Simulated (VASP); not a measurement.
# HPbNO4 (P1) in VASP: settings compared, part 2 of 2

VASP 6.6.1.

## Step 4: Density of states, r2SCAN0

POSCAR reads:

```
HPbNO4
1.0
    4.2040700000      0.0000000000      0.0000000000
    2.0217200000      3.8395200000      0.0000000000
    2.0468600000      1.2790000000      6.2813200000
H Pb N O
1 1 1 4
Direct
    0.8914500000      0.6820200000      0.6279600000
    0.1442600000      0.9287200000      0.8835200000
    0.2567000000      0.2886100000      0.3017100000
    0.8310800000      0.6505600000      0.7840500000
    0.3869400000      0.2238000000      0.1129500000
    0.3110400000      0.0357600000      0.4585600000
    0.0772600000      0.6063300000      0.3227500000
```

INCAR.step1 reads:

```
ALGO = Normal
EDIFF = 1E-5
ENCUT = 520
GGA = PE
ISIF = 2
ISMEAR = -1
LASPH = True
LCHARG = False
LREAL = False
LWAVE = True
NBANDS = 31
NELM = 100
PREC = Accurate
SIGMA = 0.05
```

INCAR.step2 reads:

```
AEXX = 0.25
ALGO = Normal
EDIFF = 1E-7
ENCUT = 520
HFRCUT = -1
ISIF = 2
ISMEAR = -5
ISTART = 1
LASPH = True
LCHARG = False
LHFCALC = True
LMIXTAU = True
LORBIT = 11
LREAL = False
LWAVE = False
METAGGA = R2SCAN
NBANDS = 31
NEDOS = 1001
NELM = 100
PREC = Accurate
PRECFOCK = Fast
SIGMA = 0.05
```

KPOINTS reads:

```
k-points
0
Gamma
  4 4 3
```

On the command line:

```
cat potpaw_PBE.64/H/POTCAR potpaw_PBE.64/Pb_d/POTCAR potpaw_PBE.64/N/POTCAR potpaw_PBE.64/O/POTCAR > POTCAR
cp INCAR.step1 INCAR
mpirun -np 8 vasp_std > vasp.out
cp INCAR.step2 INCAR
mpirun -np 8 vasp_std > vasp.out
```

It took 9.2 min on 8 MPI ranks of Intel Xeon Platinum 8488C (Sapphire Rapids), shared host; peak memory 0.18 GiB.

Results (log left out):

| Item | Value |
| --- | --- |
| Free energy | -98.4010 eV |
| Pressure | -5.1 GPa |
| Largest force | 1.362 eV/Å |
| Band gap on the k mesh | 5.27 eV, indirect (least direct gap 5.29 eV) |
| Valence electrons inside the program's atomic spheres | H 0.72; Pb 11.69; N 3.80; O 5.11, 5.12 |

Forces on the atoms (eV/Å):
```
H   -0.001  0.063  0.678
Pb  -0.013 -0.095 -0.075
N   -0.005 -0.010 -0.019
O    0.016  0.028 -0.603
O   -0.030  0.497  1.098
O   -0.041  0.864 -0.898
O    0.073 -1.348 -0.181
```

Stress tensor (GPa, compression positive):
```
-2.42  0.25  0.01
 0.25 -6.26 -0.11
 0.01 -0.11 -6.73
```

Levels at points of the mesh, in eV from the valence-band top:
| k point | band 20 | band 21 | band 22 | band 23 | band 24 | band 25 |
| --- | --- | --- | --- | --- | --- | --- |
| (0.00, 0.00, 0.00) | -1.82 | -1.66 | -1.33 | 6.11 | 6.62 | 7.92 |
| (0.50, 0.00, 0.00) | -1.78 | -1.22 | -0.17 | 5.49 | 6.89 | 7.97 |
| (0.00, 0.50, 0.00) | -1.65 | -1.17 | -0.11 | 5.39 | 6.32 | 7.61 |
| (0.50, 0.50, 0.00) | -1.96 | -1.20 | -0.18 | 5.66 | 6.43 | 7.89 |

States per cell in windows of 0.5 eV (zero at the valence-band top; states under -8 eV left out):
```
from (eV)  total  O4_p  O5_p  O6_p  O7_p  Pb2_p  Pb2_s
     -8.0   0.00  0.00  0.00  0.00  0.00   0.00   0.00
     -7.5   0.00  0.00  0.00  0.00  0.00   0.00   0.00
     -7.0   1.11  0.14  0.04  0.03  0.04   0.00   0.46
     -6.5   0.90  0.13  0.02  0.04  0.03   0.00   0.35
     -6.0   0.00  0.00  0.00  0.00  0.00   0.00   0.00
     -5.5   0.78  0.34  0.01  0.01  0.02   0.01   0.03
     -5.0   1.08  0.41  0.02  0.02  0.04   0.01   0.10
     -4.5   0.13  0.04  0.00  0.00  0.01   0.00   0.02
     -4.0   0.23  0.02  0.05  0.03  0.04   0.01   0.00
     -3.5   1.93  0.11  0.46  0.34  0.33   0.04   0.01
     -3.0   3.60  0.42  0.70  0.74  0.50   0.06   0.04
     -2.5   2.26  0.28  0.44  0.31  0.51   0.03   0.02
     -2.0   2.10  0.61  0.15  0.33  0.34   0.04   0.00
     -1.5   2.05  0.19  0.45  0.45  0.43   0.01   0.02
     -1.0   0.50  0.17  0.04  0.04  0.04   0.01   0.07
     -0.5   1.41  0.61  0.07  0.04  0.05   0.03   0.27
      0.0   0.00  0.00  0.00  0.00  0.00   0.00   0.00
      0.5   0.00  0.00  0.00  0.00  0.00   0.00   0.00
      1.0   0.00  0.00  0.00  0.00  0.00   0.00   0.00
      1.5   0.00  0.00  0.00  0.00  0.00   0.00   0.00
      2.0   0.00  0.00  0.00  0.00  0.00   0.00   0.00
      2.5   0.00  0.00  0.00  0.00  0.00   0.00   0.00
      3.0   0.00  0.00  0.00  0.00  0.00   0.00   0.00
      3.5   0.00  0.00  0.00  0.00  0.00   0.00   0.00
      4.0   0.00  0.00  0.00  0.00  0.00   0.00   0.00
      4.5   0.00  0.00  0.00  0.00  0.00   0.00   0.00
      5.0   0.59  0.01  0.04  0.07  0.07   0.03   0.00
      5.5   1.40  0.02  0.11  0.17  0.18   0.06   0.01
      6.0   0.23  0.00  0.01  0.01  0.01   0.07   0.00
      6.5   1.67  0.05  0.05  0.04  0.04   0.51   0.01
      7.0   0.34  0.02  0.01  0.01  0.01   0.11   0.00
      7.5   1.75  0.09  0.06  0.04  0.04   0.64   0.01
```

Caveat: the k mesh is coarse (spacing up to 0.43 Å⁻¹), so the values aren't converged, least of all with exact exchange; the standard files for N, O and F lose accuracy on very short bonds; the PAW data sets were made with another functional, which shifts forces and pressure a little; spin-orbit coupling is left out, which as a rule narrows the gap of such compounds by several tenths of an eV; an odd mesh through Γ misses points on the zone boundary, where band edges often lie.

## Step 5: Band structure, PBE

POSCAR is that of step 4.

INCAR.step1 reads:

```
ALGO = Fast
EDIFF = 1E-6
ENCUT = 520
GGA = PE
ISIF = 2
ISMEAR = -1
KPAR = 4
LASPH = True
LCHARG = True
LREAL = False
LWAVE = False
NELM = 80
PREC = Accurate
SIGMA = 0.05
```

KPOINTS.step1 reads:

```
k-points
0
Gamma
  7 7 5
```

INCAR.step2 reads:

```
ALGO = Fast
EDIFF = 1E-6
ENCUT = 520
GGA = PE
ICHARG = 11
ISIF = 2
ISMEAR = 0
KPAR = 4
LASPH = True
LCHARG = False
LREAL = False
LWAVE = False
NELM = 80
PREC = Accurate
SIGMA = 0.05
```

KPOINTS.step2 reads:

```
path XGY,LGZ,NGM,RG
10
line-mode
reciprocal
 0.0000000000  0.0000000000  0.5000000000  X
 0.0000000000  0.0000000000  0.0000000000  G

 0.0000000000  0.0000000000  0.0000000000  G
 0.5000000000  0.0000000000  0.0000000000  Y

 0.5000000000  0.0000000000  0.5000000000  L
 0.0000000000  0.0000000000  0.0000000000  G

 0.0000000000  0.0000000000  0.0000000000  G
 0.0000000000  0.5000000000  0.0000000000  Z

 0.0000000000  0.5000000000  0.5000000000  N
 0.0000000000  0.0000000000  0.0000000000  G

 0.0000000000  0.0000000000  0.0000000000  G
 0.5000000000  0.5000000000  0.0000000000  M

 0.5000000000  0.5000000000  0.5000000000  R
 0.0000000000  0.0000000000  0.0000000000  G
```

Potentials or basis: VASP PAW PBE potentials, release 64 (H, Pb_d, N, O).

On the command line:

```
cat potpaw_PBE.64/H/POTCAR potpaw_PBE.64/Pb_d/POTCAR potpaw_PBE.64/N/POTCAR potpaw_PBE.64/O/POTCAR > POTCAR
cp INCAR.step1 INCAR
cp KPOINTS.step1 KPOINTS
mpirun -np 4 vasp_std > vasp.out
cp INCAR.step2 INCAR
cp KPOINTS.step2 KPOINTS
mpirun -np 4 vasp_std > vasp.out
```

OUTCAR:

```text
EDIFF = 1E-6
   ENCUT = 520
   GGA = PE
   ICHARG = 11
   ISIF = 2
   ISMEAR = 0
   LASPH = True
   LREAL = False
   NELM = 80
   PREC = Accurate

 ion  position               nearest neighbor table
   1  0.891  0.682  0.628-   4 0.98
   2  0.144  0.929  0.884-   4 2.48   4 2.51   6 2.67   4 2.72   5 2.81   7 2.84   5 2.91   5 2.93

   3  0.257  0.289  0.302-   6 1.25   7 1.26   5 1.28
   4  0.831  0.651  0.784-   1 0.98   2 2.48   2 2.51   2 2.72
   5  0.387  0.224  0.113-   3 1.28   2 2.81   2 2.91   2 2.93
   6  0.311  0.036  0.459-   3 1.25   2 2.67
[... 903 lines left out ...]
  -------------------------------------------------------------------------------------
  Total        2.1932770      0.9880944      0.3812192     -0.0414892     -0.0427123      0.0295427
  in kB       34.6582214     15.6138944      6.0240367     -0.6556131     -0.6749410      0.4668345
  external PRESSURE =      18.7653842 kB  Pullay stress =       0.0000000 kB

 VOLUME and BASIS-vectors are now :
 -----------------------------------------------------------------------------
  energy-cutoff  :      520.00
  volume of cell :      101.39
      direct lattice vectors                 reciprocal lattice vectors
     4.204070000  0.000000000  0.000000000     0.237864736 -0.125248962 -0.052008557
     2.021720000  3.839520000  0.000000000     0.000000000  0.260449223 -0.053032572
     2.046860000  1.279000000  6.281320000     0.000000000  0.000000000  0.159202206

 POSITION                                       TOTAL-FORCE (eV/Angst)
 -----------------------------------------------------------------------------------
      6.41192      3.42179      3.94442        -0.001970     -0.032922      0.143735
      4.29253      4.69586      5.54967         0.030579     -0.106130     -0.345220
      2.28023      1.49401      1.89514        -0.024440      0.276287     -0.088108
      6.41401      3.50064      4.92487        -0.025976     -0.037097      0.241047
      2.31038      1.00375      0.70948        -0.015305     -0.088615     -0.202563
      2.31854      0.72380      2.88036        -0.052504     -0.530521      0.406938
      2.21126      2.74081      2.02730         0.089615      0.518998     -0.155830
 -----------------------------------------------------------------------------------
    total drift:                               -0.006154      0.162521      0.100464

  FREE ENERGIE OF THE ION-ELECTRON SYSTEM (eV)
  ---------------------------------------------------
  free  energy   TOTEN  =       -40.2897004963 eV

  energy  without entropy=      -40.2897004963  energy(sigma->0) =      -40.28970050
```

Run time: 99 s. Hardware: 4 MPI ranks of Intel Xeon Platinum 8488C (Sapphire Rapids), shared host; peak memory 0.44 GiB.

What came out:

- Band gap on the k mesh: 2.79 eV, indirect (least direct gap 2.81 eV)
- Band gap along the path: 3.03 eV, direct

Levels at the corners of the path, in eV from the valence-band top:
| point | band 19 | band 20 | band 21 | band 22 | band 23 | band 24 | band 25 | band 26 |
| --- | --- | --- | --- | --- | --- | --- | --- | --- |
| X | -1.47 | -1.40 | -1.20 | -0.82 | 3.54 | 3.87 | 5.56 | 6.38 |
| Γ | -1.96 | -1.47 | -1.27 | -0.64 | 3.64 | 4.41 | 5.59 | 6.33 |
| Γ | -1.96 | -1.47 | -1.27 | -0.64 | 3.64 | 4.41 | 5.56 | 6.32 |
| Y | -1.84 | -1.39 | -0.59 | -0.14 | 3.18 | 4.62 | 5.56 | 6.63 |
| L | -1.86 | -1.54 | -0.48 | -0.18 | 3.32 | 4.18 | 5.42 | 6.62 |
| Γ | -1.96 | -1.47 | -1.27 | -0.64 | 3.64 | 4.41 | 5.56 | 6.33 |
| Γ | -1.96 | -1.47 | -1.27 | -0.64 | 3.64 | 4.41 | 5.56 | 6.33 |
| Z | -1.47 | -1.32 | -0.56 | 0.00 | 3.03 | 4.15 | 5.26 | 7.11 |
| N | -1.82 | -1.37 | -0.34 | -0.11 | 3.05 | 3.96 | 5.64 | 7.17 |
| Γ | -1.96 | -1.47 | -1.27 | -0.64 | 3.64 | 4.41 | 5.57 | 6.33 |
| Γ | -1.96 | -1.47 | -1.27 | -0.64 | 3.64 | 4.41 | 5.56 | 6.34 |
| M | -1.75 | -1.57 | -0.52 | -0.22 | 3.28 | 4.20 | 5.52 | 6.51 |
| R | -1.77 | -1.46 | -0.66 | -0.16 | 3.11 | 4.69 | 5.64 | 6.52 |
| Γ | -1.96 | -1.47 | -1.27 | -0.64 | 3.64 | 4.41 | 5.63 | 6.36 |

Caveat: the log is that of the step along the path at fixed density, whose energy, stress, charges and moments have no meaning; the standard files for N, O and F lose accuracy on very short bonds; spin-orbit coupling is left out, which as a rule narrows the gap of such compounds by several tenths of an eV. PBE gaps usually lie below the measured ones, often by a third to a half.

## Step 6: Density of states, PBE

POSCAR is that of step 5.

INCAR.step1 is that of step 5.

KPOINTS.step1 is that of step 5.

INCAR.step2, as its differences from that of step 5:

```diff
@@ -6,3 +6,3 @@
 ISIF = 2
-ISMEAR = 0
+ISMEAR = -5
 KPAR = 4
@@ -10,4 +10,6 @@
 LCHARG = False
+LORBIT = 10
 LREAL = False
 LWAVE = False
+NEDOS = 1001
 NELM = 80
```

KPOINTS.step2 reads:

```
k-points
0
Gamma
  11 11 8
```

Potentials or basis: VASP PAW PBE potentials, release 64 (H, Pb_d, N, O).

On the command line:

```
cat potpaw_PBE.64/H/POTCAR potpaw_PBE.64/Pb_d/POTCAR potpaw_PBE.64/N/POTCAR potpaw_PBE.64/O/POTCAR > POTCAR
cp INCAR.step1 INCAR
cp KPOINTS.step1 KPOINTS
mpirun -np 4 vasp_std > vasp.out
cp INCAR.step2 INCAR
cp KPOINTS.step2 KPOINTS
mpirun -np 4 vasp_std > vasp.out
```

Run time: 3.7 min. Hardware: 4 MPI ranks of Intel Xeon Platinum 8488C (Sapphire Rapids), shared host; peak memory 1.1 GiB.

It converged, with:

```
Valence electrons inside the program's atomic spheres : H 0.72; Pb 11.72; N 3.82; O 5.05, 5.06, 5.08, 5.07
```

Levels at points of the mesh, in eV from the valence-band top:
| k point | band 19 | band 20 | band 21 | band 22 | band 23 | band 24 | band 25 | band 26 |
| --- | --- | --- | --- | --- | --- | --- | --- | --- |
| (0.00, 0.00, 0.00) | -2.08 | -1.59 | -1.38 | -0.75 | 3.52 | 4.29 | 5.49 | 6.22 |
| (0.00, 0.00, 0.50) | -1.59 | -1.52 | -1.32 | -0.93 | 3.42 | 3.75 | 5.44 | 6.27 |

States per cell in windows of 1 eV (zero at the valence-band top; states under -8 eV left out):
```
from (eV)  total  O4_p  O7_p  O5_p  O6_p  Pb2_p  N3_p
     -8.0   4.89  0.03  0.73  0.58  0.59   0.01  1.11
     -7.0   1.90  0.19  0.07  0.07  0.09   0.00  0.08
     -6.0   0.12  0.02  0.00  0.00  0.01   0.00  0.01
     -5.0   1.92  0.80  0.05  0.03  0.03   0.03  0.01
     -4.0   0.37  0.04  0.06  0.06  0.03   0.01  0.00
     -3.0   5.93  0.53  0.93  1.24  1.14   0.13  0.03
     -2.0   4.15  0.95  0.75  0.50  0.60   0.08  0.01
     -1.0   3.78  0.89  0.54  0.57  0.54   0.05  0.01
      0.0   0.00  0.00  0.00  0.00  0.00   0.00  0.00
      1.0   0.00  0.00  0.00  0.00  0.00   0.00  0.00
      2.0   0.50  0.01  0.06  0.04  0.06   0.02  0.15
      3.0   1.62  0.03  0.22  0.14  0.21   0.07  0.46
      4.0   2.05  0.08  0.05  0.07  0.05   0.66  0.04
      5.0   2.16  0.16  0.05  0.09  0.05   0.79  0.02
      6.0   1.69  0.20  0.01  0.08  0.01   0.67  0.02
      7.0   0.02  0.00  0.00  0.00  0.00   0.01  0.00
```

Caveat: the standard files for N, O and F lose accuracy on very short bonds.

## Step 7: For comparison

An earlier run on the cell as given: functional PBE; potentials or basis VASP PAW PBE potentials, release 64 (H, Pb_d, N, O); cutoff 520 eV; k mesh 7 × 7 × 5; occupations fermi-dirac, width 0.05 eV; no spin polarisation.

* Pressure: 0.6 GPa
* Largest force: 0.424 eV/Å
* Band gap on the k mesh: 2.79 eV, indirect (least direct gap 2.81 eV)

## Step 8: Overview

```csv
task,level,k mesh,smearing,grid for exact exchange (PRECFOCK),exchange at q = 0,share of exact exchange,k mesh for the DOS,occupations for the DOS,mesh quality,gap on the mesh (eV),pressure (GPa),largest force (eV/Å)
density of states,r2SCAN-EpsX,4 × 4 × 3,tetrahedron,Fast,default,0.2898,-,-,coarse,5.61,-5.6,1.55
density of states,B3LYP,4 × 4 × 3,tetrahedron,Fast,default,-,-,-,coarse,4.57,-0.9,0.44
density of states,r2SCAN0,4 × 4 × 3,tetrahedron,Fast,truncated,-,-,-,coarse,5.27,-5.1,1.36
band structure,PBE,7 × 7 × 5,fermi-dirac 0.05 eV,-,-,-,-,-,not flagged,2.79,-,-
density of states,PBE,7 × 7 × 5,fermi-dirac 0.05 eV,-,-,-,11 × 11 × 8,tetrahedron,not flagged,-,-,-
single point,PBE,7 × 7 × 5,fermi-dirac 0.05 eV,-,-,-,-,-,not flagged,2.79,0.6,0.42
```

Alike in all rows: potentials or basis VASP PAW PBE potentials, release 64 (H, Pb_d, N, O); no spin polarisation; cell as given; cutoff (eV) 520.

Caveats: some runs use coarse meshes; the standard files for N, O and F lose accuracy on very short bonds; spin-orbit coupling is left out, which as a rule narrows the gap of such compounds by several tenths of an eV (some runs); an odd mesh through Γ misses points on the zone boundary, where band edges often lie (some runs); the PAW data sets were made with another functional, which shifts forces and pressure a little (some runs).

Total energies depend on the potentials used, so only differences within one code and one set of settings carry meaning.
